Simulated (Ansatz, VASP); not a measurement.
**Cs (linear Cs chain) in two plane-wave programs**

Wanted: the spread between two codes on one cell, functional and k mesh. The structure shown is the end of the Ansatz relaxation below.

Calculated with Ansatz 0.2.0; plane waves, with VASP 6.6.1 beside it; single point at PBE.

## Step 1: Starting point

The cell holds 1 atom: 1 Cs. Cell: a = 12.000 Å, b = 12.000 Å, c = 4.965 Å, α = 90.0°, β = 90.0°, γ = 90.0°. Vacuum lies along a and b. The structure's axis is c.

## Step 2: Ansatz: relaxation, PBE

Ansatz runs on its default PAW (the set named soft_2) files.

This run makes the geometry at which the two programs are then compared.

File input.yaml:

```yaml
crystal:
  lattice:
    - [12.0, 0.0, 0.0]
    - [0.0, 12.0, 0.0]
    - [0.0, 0.0, 4.5384]
  atoms:
    - { symbol: Cs, position: [0.5, 0.5, 0.0], spin: 0.5 }
magnetization:
  spin_polarized: true
kpoints:
  mp_grid: { grid: [1, 1, 18] }
scf:
  occupations: { method: fermi_dirac, width: 0.05 }
hamiltonian:
  xc: pbe
relax:
  cell: { fix: [a, b, alpha, beta, gamma] }
  max_steps: 60
```

Launch:

```
ansatz run input.yaml --threads 4 --pin off --max-ram 16384MiB --backend cpu --events-out ev --progress --plain --runs-dir out
```

Numbers of over 12 decimals in the logs are rounded to 6 here.

Log:

```text
Engine: ansatz 0.2.0, x86_64-unknown-linux-gnu
Pseudopotentials: kind: paw
Pseudopotential: Cs, paw, valence charge 9, recommended cutoff 420 eV (normal), Cs.paw.azcp
Functional definition: PBE
  parameter kappa = 0.804
  parameter beta = 0.066725
  exchange = pbe_x(kappa = kappa, mu = beta*pi^2/3)
  correlation = pbe_c(beta = beta)
Crystal: 1 atoms, lattice volume = 653.530 Å³
Basis set: ecut = 420 eV, 12847 PW (Γ), exchange–correlation on 162×162×64 points (8 copies of the dense FFT grid, shifted against one another)
Bands: 9, of which v1, the nominal top of the filled ones, is band 5 counted from 1 (4 counted from 0)
Symmetry: 16 space group operations
Space group: P4/mmm (ITA 123), of the structure as read, at distance tolerance 8.7e-5 Å
Magnetic group: BNS 123.339 (UNI 999), of the structure as read, at distance tolerance 8.7e-5 Å
k-points: 10 of 18
Non-local potential: Cs, projectors of the file, l = 0: 3, l = 1: 2, l = 2: 2, l = 3: 2
PAW form: soft (Blöchl's): semilocal exchange-correlation on the pseudo side does not see the compensation charge
PAW one-centre angular grid: Cs, 194 points (default); XC on 64 Gauss nodes
Initial density: superposition of atomic densities (neutral atoms: chi_scale 0, normalization atom)
Starting moments: Σ|m| = 0.5 μB on 1 of 1 site
Initial wavefunctions: pseudopotential atomic-orbital guess
Functional: x = pbe(κ = 0.804, μ = 0.219515), c = pbe(β = 0.066725)
iter 1 solved again at ethr=3.14e-4 eV; its pass at ethr=3.10e-3 eV (dr2=2.82e-2 eV) is discarded
SCF iter   1: F=—  HF=-5670.327139 eV  |F-HF|=—  |Δ(HF+E_count)|=         —  Δρ=2.84e-3 (↑2.84e-3 ↓2.14e-3)  dr2=4.40e-2  dr2_m=3.49e-2  M=0.019 μB ∫|m|=0.024 μB  β_m=0.30  ethr=3.14e-4  ⟨swp⟩=1.0  Hψ=2082  notcnv=0
eigensolver tolerance schedule calibrated: the retry pair's looser diagonalisation under-reported the residual by θ = 0.36 (0.36/decade); ethr = c·dr2/N_el runs at the constant in force after the calibration composes with the one it found (an armed cap, an earlier calibration), c = 7.7e-3
preconditioner: auto → Resta (q_TF=auto, 1.336 Å⁻¹)  ε∞=1.6  [insulator: Δε(μ)=0.203 eV  Ē_g=1.825 eV  σ=0.050 eV  W_gap=0.77  n_scr=20 (ndim 8)  ℏωp=1.5 eV  f_vac=0.626  D(μ)=0.59/eV (n_scr^D=0)  ε∞_Penn≈1.6  vacuum switching on, ρ_ref=2.4e-4 e/Å³]
spin=Collinear: Resta preconditioning applied to the charge; magnetization (m = ρ↑ − ρ↓) channel mixes plain (no charge-response kernel on spin).
SCF iter   2: F=—  HF=-5670.349763 eV  |F-HF|=—  |Δ(HF+E_count)|=   2.26e-2  Δρ=1.97e-3 (↑1.97e-3 ↓1.56e-3)  dr2=2.20e-2  dr2_m=1.75e-2  M=0.014 μB ∫|m|=0.018 μB  β_m=0.30  ethr=3.77e-5  ⟨swp⟩=3.3  Hψ=438  notcnv=0
SCF iter   3: F=—  HF=-5670.362838 eV  |F-HF|=—  |Δ(HF+E_count)|=   1.31e-2  Δρ=1.30e-3 (↑1.14e-3 ↓1.30e-3)  dr2=1.18e-3  dr2_m=8.78e-3  M=0.010 μB ∫|m|=0.013 μB  β_m=0.30  ethr=1.89e-5  ⟨swp⟩=3.7  Hψ=445  notcnv=0
SCF iter   4: F=—  HF=-5670.367436 eV  |F-HF|=—  |Δ(HF+E_count)|=   4.60e-3  Δρ=8.86e-4 (↑8.34e-4 ↓8.86e-4)  dr2=1.29e-4  dr2_m=4.41e-3  M=0.007 μB ∫|m|=0.009 μB  β_m=0.30  ethr=1.02e-6  ⟨swp⟩=2.3  Hψ=278  notcnv=0
SCF iter   5: F=—  HF=-5670.369688 eV  |F-HF|=—  |Δ(HF+E_count)|=   2.25e-3  Δρ=6.10e-4 (↑6.10e-4 ↓6.08e-4)  dr2=1.33e-5  dr2_m=2.22e-3  M=0.005 μB ∫|m|=0.007 μB  β_m=0.30  ethr=1.10e-7  ⟨swp⟩=3.0  Hψ=317  notcnv=0
SCF iter   6: F=—  HF=-5670.370778 eV  |F-HF|=—  |Δ(HF+E_count)|=   1.09e-3  Δρ=4.32e-4 (↑4.32e-4 ↓4.32e-4)  dr2=1.30e-6  dr2_m=1.12e-3  M=0.004 μB ∫|m|=0.005 μB  β_m=0.30  ethr=1.14e-8  ⟨swp⟩=3.5  Hψ=334  notcnv=0
Mixer restart at iter 6: flushing history
spin-set hold released at iteration 6 (site moments contracting): the magnetisation degrees of freedom join the quasi-Newton model from the next iteration; the mixer history was flushed
SCF iter   7: F=—  HF=-5670.371314 eV  |F-HF|=—  |Δ(HF+E_count)|=   5.36e-4  Δρ=3.07e-4 (↑3.07e-4 ↓3.07e-4)  dr2=6.93e-7  dr2_m=5.63e-4  M=0.003 μB ∫|m|=0.004 μB  β_m=0.65  ethr=1.12e-9  ⟨swp⟩=3.0  Hψ=345  notcnv=0
SCF iter   8: F=—  HF=-5670.371860 eV  |F-HF|=—  |Δ(HF+E_count)|=   5.46e-4  Δρ=4.07e-6 (↑4.07e-6 ↓3.73e-6)  dr2=1.14e-8  dr2_m=9.05e-8  M=0.000 μB ∫|m|=0.001 μB  β_m=0.82  ethr=5.94e-10  ⟨swp⟩=4.5  Hψ=436  notcnv=0
SCF iter   9: F=—  HF=-5670.371963 eV  |F-HF|=—  |Δ(HF+E_count)|=   1.02e-4  Δρ=1.85e-6 (↑1.85e-6 ↓1.31e-6)  dr2=3.43e-8  dr2_m=1.46e-8  M=0.000 μB ∫|m|=0.000 μB  β_m=0.91  ethr=9.81e-12  ⟨swp⟩=5.1  Hψ=556  notcnv=0
SCF iter  10: F=—  HF=-5670.371963 eV  |F-HF|=—  |Δ(HF+E_count)|=   2.37e-7  Δρ=7.77e-7 (↑6.83e-7 ↓7.77e-7)  dr2=1.72e-9  dr2_m=3.10e-9  M=0.000 μB ∫|m|=0.000 μB  β_m=0.96  ethr=9.81e-12  ⟨swp⟩=4.2  Hψ=499  notcnv=0
SCF iter  11: F=—  HF=-5670.371963 eV  |F-HF|=—  |Δ(HF+E_count)|=   5.98e-8  Δρ=2.64e-7 (↑2.25e-7 ↓2.64e-7)  dr2=1.21e-10  dr2_m=3.37e-10  M=0.000 μB ∫|m|=0.000 μB  β_m=0.98  ethr=1.48e-12  ⟨swp⟩=3.8  Hψ=449  notcnv=0
[...]
the starting moments were not kept: the SCF closed with an absolute magnetisation of 8.4e-6 μB, where they sum to 0.5 μB in size (1 site). That is at most 0.1 of that sum. Measured as dr2_m measures the in/out step, that magnetisation stands 2.6e-12 eV from none, at or under the dr2_threshold of 8.7e-9 eV: it is no larger than a step whose dr2_m would equal this threshold.
SCF 4 converged in 7 iterations: F = -5670.399570 eV  dr2 = 5.49e-13
relax step   4: F+E_penalty+E_count = -5670.39957047 eV  Δ(F+E_penalty+E_count) = -4.553e-3 eV  max|allowed force component| = 0.000e0 eV/Å  Δτ_max = 0.0000 Å  P = -0.007 GPa  Ω = 708.880 Å³  energy of the carried Pulay correction = -1.665e-5 eV  fix = [a, b, alpha, beta, gamma]  reactions: a -0.017, b -0.017 GPa  (7 SCF iters, dr2 threshold 8.69e-9 eV, accepted)
[...]
relax step   5: F+E_penalty+E_count = -5670.39985063 eV  Δ(F+E_penalty+E_count) = -2.802e-4 eV  max|allowed force component| = 0.000e0 eV/Å  Δτ_max = 0.0000 Å  P = -0.011 GPa  Ω = 714.939 Å³  energy of the carried Pulay correction = -1.842e-5 eV  fix = [a, b, alpha, beta, gamma]  reactions: a -0.017, b -0.017 GPa  (6 SCF iters, accepted)
[...]
relax step   6: F+E_penalty+E_count = -5670.39992987 eV  Δ(F+E_penalty+E_count) = -7.924e-5 eV  max|allowed force component| = 0.000e0 eV/Å  Δτ_max = 0.0000 Å  P = -0.010 GPa  Ω = 714.939 Å³  fix = [a, b, alpha, beta, gamma]  reactions: a -0.017, b -0.017 GPa  stress off target by 2.28e-3 GPa on what of the cell is left free  SCF on the basis re-selected at this cell (its energy is not comparable with the rows above)  (7 SCF iters)
basis re-selected at this cell: Δ(F+E_penalty+E_count) = -7.924e-5 eV, ΔP = +0.000 GPa vs the last step (what re-selecting the basis moved, of the pressure what is left beyond the Pulay correction that the steps carried, after the strain that the cell walked since its last selection, with what the two solves' SCF thresholds leave and, on support functions, any second-order correction that the steps lacked; it is no measure of the basis error at this ecutwfc). The dense FFT grid was sized anew with the basis: this SCF ran on 81×81×36 points, the steps before it on 81×81×32, so part of this shift can come from that change (see relax.cell in the input reference). [rest of the remark cut]
SCF converged after 7 iterations
Magnetization: -0.0000 μB (4.5000 up, 4.5000 down)
Absolute magnetization: 0.0000 μB (∫|ρ↑−ρ↓|, with the PAW one-centre terms)
Spin contamination: 0.0000 ħ² per cell (⟨S²⟩ above its minimum at these occupations)
Per-site moments (μB) at R_I (Å): [(-3.2594258147675393e-8, 2.048002)]
Free energy (F): -5670.399930 eV
Harris-Foulkes:  -5670.399930 eV  (|F-HF|=4.00e-11)
Internal energy: -5670.392888 eV  (E = F + TS)
E sigma→0 (E₀):  -5670.396409 eV
Entropy (-TS):   -0.007042 eV (-7.042 meV/atom)
Fermi energy:    -1.377722 eV
--- Per-component energies (eV) ---
  E_band       = -128.032397
  E_kinetic    = 140.192841
  E_local      = -794.152629  (includes V_loc(G=0)·N_el)
  E_nonlocal   = 30.307186
  E_hartree    = 320.115273
  E_xc         = -172.277296
  E_vxc        = -123.739611  (∫ρ·V_xc dr)
  E_paw        = -5066.792621  (= ΣΔE_a)
  E_vpaw       = -20.870775  (= ΣTr[D̂ρ^β])
  E_aug_tail   = -0.000001  (compensation charges beyond the density's cutoff)
  E_ewald      = -127.785642
  E_smearing   = -0.007042  (= −TS)
  E_closure    = -0.000000  (closes the sum)
  Σ components = -5670.399930   (vs F -5670.399930, Δ=0.00e0)
--- Forces (eV/Å), atoms counted from 1 ---
  atom   1  Cs     0.00000000     0.00000000     0.00000000
  max |Σ_I F_I| component: 3.16e-30 eV/Å
--- Stress (GPa, compression-positive) ---
       -0.016848       0.000000       0.000000
        0.000000      -0.016848       0.000000
        0.000000       0.000000       0.002285
  P = ⅓ Tr σ = -0.0105 GPa (-0.105 kbar)
--- Relaxed structure (5 steps of the walk, 5 accepted, 1 SCFs on fresh bases) ---
  F+E_penalty+E_count = -5670.39992987 eV   max|allowed force component| = 0.000e0 eV/Å   (the final SCF, on the basis selected at the relaxed cell)
  cell:  # Å, volume = 714.9388 Å³
    - [12.0, 0.0, 0.0]
    - [0.0, 12.0, 0.0]
    - [0.0, 0.0, 4.964853]
  atoms:
    - { symbol: Cs, position: [0.5, 0.5, 0.0] }
```

## Step 3: VASP: single point, PBE

The same cell, functional, mesh and smearing now go to VASP, with its own data sets.

Lines of VASP's logs that name or quote its potential files are left out, and so is its time.

File INCAR:

```
SYSTEM = Cs
PREC = Accurate
ENCUT = 500
EDIFF = 1E-06
NELM = 200
ISMEAR = -1
SIGMA = 0.05
LREAL = .FALSE.
ALGO = Normal
GGA = PE
NBANDS = 11
ISPIN = 2
MAGMOM = -0
LORBIT = 11
LWAVE = .FALSE.
LCHARG = .FALSE.
ISIF = 2
LASPH = .TRUE.
GGA_COMPAT = .FALSE.
```

File POSCAR:

```
Cs
1.0
   12.0000000000      0.0000000000      0.0000000000
    0.0000000000     12.0000000000      0.0000000000
    0.0000000000      0.0000000000      4.9648526250
Cs
1
Direct
    0.5000000000      0.5000000000      0.0000000000
```

File KPOINTS:

```
Automatic mesh
0
Gamma
1 1 18
0 0 0
```

Potentials, in the order of the species: Cs_sv (PBE family, release 64).

Launch:

```
mpirun -np 1 vasp_std
```

Log:

```text
[banner, memory and clock lines left out]
running    1 mpi-ranks, on    1 nodes
 distrk:  each k-point on    1 cores,    1 groups
 distr:  one band on    1 cores,    1 groups

 POSCAR found type information on POSCAR Cs
 POSCAR found :  1 types and       1 ions
 LDA part: xc-table for (Slater+PW92), standard interpolation
 POSCAR, INCAR and KPOINTS ok, starting setup
 FFT: planning ... GRIDC
 FFT: planning ... GRID_SOFT
 FFT: planning ... GRID
 WAVECAR not read
 entering main loop
       N       E                     dE             d eps       ncg     rms          rms(c)
DAV:   1     0.697477786355E+02    0.69748E+02   -0.20364E+03   520   0.398E+02
DAV:   2     0.955680721663E+01   -0.60191E+02   -0.58574E+02   678   0.819E+01
DAV:   3    -0.183323814947E+00   -0.97401E+01   -0.97266E+01   533   0.424E+01
DAV:   4    -0.481058074901E+00   -0.29773E+00   -0.29768E+00   623   0.862E+00
DAV:   5    -0.483227918329E+00   -0.21698E-02   -0.21698E-02   725   0.632E-01    0.315E-01
DAV:   6    -0.484646141929E+00   -0.14182E-02   -0.23564E-03   559   0.237E-01    0.231E-01
DAV:   7    -0.485644215580E+00   -0.99807E-03   -0.17144E-02   503   0.581E-01    0.617E-02
DAV:   8    -0.486367998114E+00   -0.72378E-03   -0.16906E-03   541   0.164E-01    0.326E-02
DAV:   9    -0.486068952723E+00    0.29905E-03   -0.70366E-04   585   0.850E-02    0.212E-02
DAV:  10    -0.486224650613E+00   -0.15570E-03   -0.32305E-04   534   0.551E-02    0.128E-02
DAV:  11    -0.486309377202E+00   -0.84727E-04   -0.26234E-05   525   0.224E-02    0.120E-02
DAV:  12    -0.486394381072E+00   -0.85004E-04   -0.10391E-04   452   0.277E-02    0.422E-03
DAV:  13    -0.486424294425E+00   -0.29913E-04   -0.14212E-05   520   0.140E-02    0.278E-03
DAV:  14    -0.486471830866E+00   -0.47536E-04   -0.23008E-05   461   0.187E-02    0.162E-03
DAV:  15    -0.486483960169E+00   -0.12129E-04   -0.18298E-05   476   0.198E-02    0.103E-03
DAV:  16    -0.486496010437E+00   -0.12050E-04   -0.29152E-05   455   0.271E-02    0.642E-04
DAV:  17    -0.486489202878E+00    0.68076E-05   -0.36441E-05   452   0.294E-02    0.341E-04
DAV:  18    -0.486489821055E+00   -0.61818E-06   -0.18134E-05   449   0.202E-02    0.233E-04
DAV:  19    -0.486490269342E+00   -0.44829E-06   -0.21389E-05   452   0.217E-02    0.177E-04
DAV:  20    -0.486487119537E+00    0.31498E-05   -0.82308E-06   449   0.131E-02    0.635E-05
DAV:  21    -0.486487169650E+00   -0.50113E-07   -0.11416E-06   452   0.471E-03
   1 F= -.48648717E+00 E0= -.48296579E+00  d E =-.704275E-02  mag=     0.0000
```

Parts of OUTCAR (step 3):

```text
ion  position               nearest neighbor table
   1  0.500  0.500  0.000-

  LATTYP: Found a simple tetragonal cell.
 ALAT       =    12.0000000000
 C/A-ratio  =     0.4137377187

 Subroutine GETGRP returns: Found 16 space group operations
 (whereof 16 operations were pure point group operations)

The static configuration has the point symmetry D_4h.

 Found     10 irreducible k-points:

   k-points           NKPTS =     10   k-points in BZ     NKDIM =     10   number of bands    NBANDS=     11

   dimension x,y,z NGX =    90 NGY =   90 NGZ =   36
   dimension x,y,z NGXF=   180 NGYF=  180 NGZF=   72

   ENCUT  =  500.0 eV  36.75 Ry    6.06 a.u.  21.88 21.88  9.05*2*pi/ulx,y,z

   NELECT =       9.0000    total number of electrons

 k-points in reciprocal lattice and weights: Automatic mesh
   0.00000000  0.00000000  0.00000000       0.056
   0.00000000  0.00000000  0.05555556       0.111
   0.00000000  0.00000000  0.11111111       0.111
   0.00000000  0.00000000  0.16666667       0.111
   0.00000000  0.00000000  0.22222222       0.111
   0.00000000  0.00000000  0.27777778       0.111
   0.00000000  0.00000000  0.33333333       0.111
   0.00000000  0.00000000  0.38888889       0.111
   0.00000000  0.00000000  0.44444444       0.111
   0.00000000  0.00000000  0.50000000       0.056

 average (electrostatic) potential at core
       1 -55.7456

 E-fermi :  -1.6636

 spin component 1
 k-point     1 :       0.0000    0.0000    0.0000
  band No.  band energies     occupation
      1     -25.9791      1.00000
      2     -12.8033      1.00000
      3     -12.8033      1.00000
      4     -12.6434      1.00000
      5      -2.2334      0.99999
      6      -0.4721      0.00000
      7      -0.4721      0.00000
      8      -0.4069      0.00000
      9      -0.2048      0.00000
     10       0.0210      0.00000
    ...

 k-point     2 :       0.0000    0.0000    0.0556
  band No.  band energies     occupation
      1     -25.9789      1.00000
      2     -12.8027      1.00000
      3     -12.8027      1.00000
      4     -12.6488      1.00000
      5      -2.2030      0.99998
      6      -0.4660      0.00000
      7      -0.4660      0.00000
      8      -0.3802      0.00000
      9      -0.1882      0.00000
     10       0.0361      0.00000
    ...

 k-point     3 :       0.0000    0.0000    0.1111
  band No.  band energies     occupation
      1     -25.9783      1.00000
      2     -12.8011      1.00000
      3     -12.8011      1.00000
      4     -12.6643      1.00000
      5      -2.1135      0.99988
      6      -0.4494      0.00000
      7      -0.4494      0.00000
      8      -0.3010      0.00000
      9      -0.1386      0.00000
     10       0.0811      0.00000
    ...

 k-point     4 :       0.0000    0.0000    0.1667
  band No.  band energies     occupation
      1     -25.9773      1.00000
      2     -12.7987      1.00000
      3     -12.7987      1.00000
      4     -12.6877      1.00000
      5      -1.9698      0.99781
      6      -0.4270      0.00000
      7      -0.4270      0.00000
      8      -0.1724      0.00000
      9      -0.0569      0.00000
     10       0.1547      0.00000
    ...

 k-point     5 :       0.0000    0.0000    0.2222
  band No.  band energies     occupation
      1     -25.9761      1.00000
      2     -12.7957      1.00000
      3     -12.7957      1.00000
      4     -12.7162      1.00000
      5      -1.7790      0.90940
      6      -0.4063      0.00000
      7      -0.4063      0.00000
      8      -0.0035      0.00000
      9       0.0549      0.00000
     10       0.2541      0.00000
    ...

 k-point     6 :       0.0000    0.0000    0.2778
  band No.  band energies     occupation
      1     -25.9748      1.00000
      2     -12.7925      1.00000
      3     -12.7925      1.00000
      4     -12.7461      1.00000
      5      -1.5494      0.09238
      6      -0.3950      0.00000
      7      -0.3950      0.00000
      8       0.1766      0.00000
      9       0.1935      0.00000
    ...

  Total       -0.0800620     -0.0800620      0.0044278     -0.0000000     -0.0000000     -0.0000000
  in kB       -0.1794189     -0.1794189      0.0099227     -0.0000000     -0.0000000     -0.0000000
  external PRESSURE =      -0.1163051 kB  Pullay stress =       0.0000000 kB

  energy-cutoff  :      500.00
  volume of cell :      714.94
      direct lattice vectors                 reciprocal lattice vectors
    12.000000000  0.000000000  0.000000000     0.083333333  0.000000000  0.000000000
     0.000000000 12.000000000  0.000000000     0.000000000  0.083333333  0.000000000
     0.000000000  0.000000000  4.964852625     0.000000000  0.000000000  0.201415848

 POSITION                                       TOTAL-FORCE (eV/Angst)
 -----------------------------------------------------------------------------------
      6.00000      6.00000      0.00000         0.000000      0.000000      0.000000
 -----------------------------------------------------------------------------------
    total drift:                                0.000000     -0.000000     -0.000000

  FREE ENERGIE OF THE ION-ELECTRON SYSTEM (eV)
  ---------------------------------------------------
  free  energy   TOTEN  =        -0.4864871696 eV

  energy  without entropy=       -0.4794444169  energy(sigma->0) =       -0.48296579

 total charge
# of ion       s       p       d       tot
------------------------------------------
    1        1.861   4.672   0.004   6.537

 magnetization (x)
# of ion       s       p       d       tot
------------------------------------------
    1        0.000   0.000  -0.000   0.000

[... 5 further parts left out ...]
```

This run allows spin, but its moments start at zero, where symmetry between the spins tends to hold them. Its electron count is odd, so without a moment it is a metal by construction.

## Step 4: Side by side

Known differences besides the potentials themselves: the cutoff is 420 eV in Ansatz and 500 eV in VASP; Ansatz's pressure holds a Pulay correction, VASP's none. Total energies have different zeros and are not compared.

The two programs side by side:

```csv
quantity,Ansatz,VASP,difference
pressure (GPa),-0.01,-0.01,0.00
```

## Step 5: Summary of results

```
difference in pressure (single point, PBE) : 0.0012 GPa
```

What this shows: The difference in pressure is 0.0012 GPa (single point, PBE), within the 1 GPa picked in this series as the mark of a large difference. How closely two codes agree says nothing of how well the functional describes the real material.

[Lines on the potential files, build, host, timing and source positions are cut from VASP's logs without a mark.]

[Logs are printed without paths, hosts, clocks, repeated set-up lines and the standing remarks that a program may print on its own settings, such as how far it seeks lower states.]

[Hosts, paths, dates, database ids (printed as entryN), source tags and the programs' standing remarks are cut or masked in the printed files.]
